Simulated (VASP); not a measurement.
Output of a VASP run:

### OSZICAR
```
       N       E                     dE             d eps       ncg     rms          rms(c)
DAV:   1     0.455135164318E+02    0.45514E+02   -0.89904E+03  1536   0.133E+03
DAV:   2    -0.421580601517E+02   -0.87672E+02   -0.83095E+02  2144   0.283E+02
DAV:   3    -0.447562371175E+02   -0.25982E+01   -0.25884E+01  2048   0.501E+01
DAV:   4    -0.447709215956E+02   -0.14684E-01   -0.14678E-01  1888   0.388E+00
DAV:   5    -0.447710660093E+02   -0.14441E-03   -0.14439E-03  1992   0.366E-01    0.935E+00
DAV:   6    -0.381801748773E+02    0.65909E+01   -0.33169E+00  1936   0.155E+01    0.534E+00
DAV:   7    -0.381833894793E+02   -0.32146E-02   -0.74027E-01  1736   0.943E+00    0.250E+00
DAV:   8    -0.395073741994E+02   -0.13240E+01   -0.93028E-01  1660   0.959E+00    0.161E+00
DAV:   9    -0.380391725018E+02    0.14682E+01   -0.43541E-01  1560   0.774E+00    0.331E-01
DAV:  10    -0.382597323347E+02   -0.22056E+00   -0.77359E-02  1624   0.318E+00    0.142E-01
DAV:  11    -0.382624515993E+02   -0.27193E-02   -0.50341E-03  1876   0.918E-01    0.158E-01
DAV:  12    -0.382613963870E+02    0.10552E-02   -0.34429E-03  1732   0.592E-01    0.105E-01
DAV:  13    -0.382663293053E+02   -0.49329E-02   -0.15570E-03  1592   0.459E-01    0.475E-02
DAV:  14    -0.382666085346E+02   -0.27923E-03   -0.14728E-04  1884   0.134E-01    0.618E-03
DAV:  15    -0.382665927311E+02    0.15804E-04   -0.58473E-06  1924   0.307E-02    0.581E-03
DAV:  16    -0.382666011776E+02   -0.84465E-05   -0.15918E-07  1396   0.545E-03    0.506E-03
DAV:  17    -0.382665880289E+02    0.13149E-04   -0.25759E-06  1708   0.154E-02    0.346E-03
DAV:  18    -0.382665919520E+02   -0.39232E-05   -0.25913E-07  1636   0.530E-03    0.137E-03
DAV:  19    -0.382665914139E+02    0.53812E-06   -0.28522E-08   892   0.196E-03    0.217E-04
DAV:  20    -0.382665921191E+02   -0.70524E-06   -0.12993E-08   848   0.106E-03    0.161E-04
DAV:  21    -0.382665921040E+02    0.15193E-07   -0.22986E-09   836   0.562E-04
   1 F= -.38266592E+02 E0= -.38266592E+02  d E =0.000000E+00
       N       E                     dE             ncg
```

OUTCAR:
```
------------------------ aborting loop because EDIFF is reached ----------------------------------------
  FORCE on cell =-STRESS in cart. coord.  units (eV):
  Direction    XX          YY          ZZ          XY          YZ          ZX
  --------------------------------------------------------------------------------------
  Total        0.0028616      0.0028616      0.0012670      0.0000000      0.0000000      0.0000000
  in kB        0.1938634      0.1938634      0.0858347      0.0000000      0.0000000      0.0000000
  external PRESSURE =       0.1578538 kB  Pullay stress =       0.0000000 kB
  volume of cell :       23.65
      direct lattice vectors                 reciprocal lattice vectors
     1.273172072 -2.205198935  0.000000000     0.392719893 -0.226736913  0.000000000
     1.273172072  2.205198935  0.000000000     0.392719893  0.226736913  0.000000000
     0.000000000  0.000000000  4.211647143     0.000000000  0.000000000  0.237436795
  FREE ENERGIE OF THE ION-ELECTRON SYSTEM (eV)
  ---------------------------------------------------
  free  energy   TOTEN  =       -38.2665921040 eV

  energy  without entropy=      -38.2665921040  energy(sigma->0) =      -38.26659210

 total charge

# of ion       s       p       d       tot
------------------------------------------
    1        0.680   1.334   0.000   2.014
    2        0.680   1.334   0.000   2.014
    3        1.230   2.789   0.000   4.018
    4        1.230   2.789   0.000   4.018
--------------------------------------------------
tot          3.819   8.246   0.000  12.065
```
(Selected blocks of OUTCAR.)

File POSCAR:
```
BN
1
    1.2731720719    -2.2051989347     0.0000000000
    1.2731720719     2.2051989347    -0.0000000000
    0.0000000000     0.0000000000     4.2116471432
B N
2 2
Direct
  0.6666670000   0.3333330000   0.5002209778
  0.3333330000   0.6666670000   0.0002209778
  0.6666670000   0.3333330000   0.8747790222
  0.3333330000   0.6666670000   0.3747790222
```

Task: Write an INCAR and KPOINTS that could have produced this output.

Result: One answer among several that fit: the input of the run itself, r2SCAN meta-GGA, plane waves, VASP's PBE PAW potentials (set 64).

**KPOINTS**
```
Automatic mesh
0
Gamma
11 11 6
0 0 0
```

KPOINTS_OPT:
```
k-points along high-symmetry lines
6
Line-mode
Reciprocal
  0.000000   0.000000   0.000000 ! GAMMA
 -0.000000   0.500000   0.000000 ! M

 -0.000000   0.500000   0.000000 ! M
 -0.333333   0.666667   0.000000 ! K

 -0.333333   0.666667   0.000000 ! K
  0.000000   0.000000   0.000000 ! GAMMA

  0.000000   0.000000   0.000000 ! GAMMA
  0.000000   0.000000   0.500000 ! A

  0.000000   0.000000   0.500000 ! A
 -0.000000   0.500000   0.500000 ! L

 -0.000000   0.500000   0.500000 ! L
 -0.333333   0.666667   0.500000 ! H

 -0.333333   0.666667   0.500000 ! H
  0.000000   0.000000   0.500000 ! A

 -0.000000   0.500000   0.500000 ! L
 -0.000000   0.500000   0.000000 ! M

 -0.333333   0.666667   0.500000 ! H
 -0.333333   0.666667   0.000000 ! K
```

**INCAR**
```
SYSTEM  =  BN
PREC  =  Accurate; ENCUT  =  520; LREAL  =  .FALSE.
LASPH  =  .TRUE.
EDIFF  =  1E-7; NELM  =  100; ALGO  =  Normal
LMIXTAU  =  .TRUE.
ISMEAR  =  -5
METAGGA  =  R2SCAN
ISIF  =  2
LWAVE  =  .FALSE.; LCHARG  =  .FALSE.; LORBIT  =  11
NEDOS  =  601
```

POTCAR, in this order: B N (PBE.64 set). Program: vasp_std.

The compound is BN in the wurtzite structure, a metastable high-pressure form. It was relaxed first.
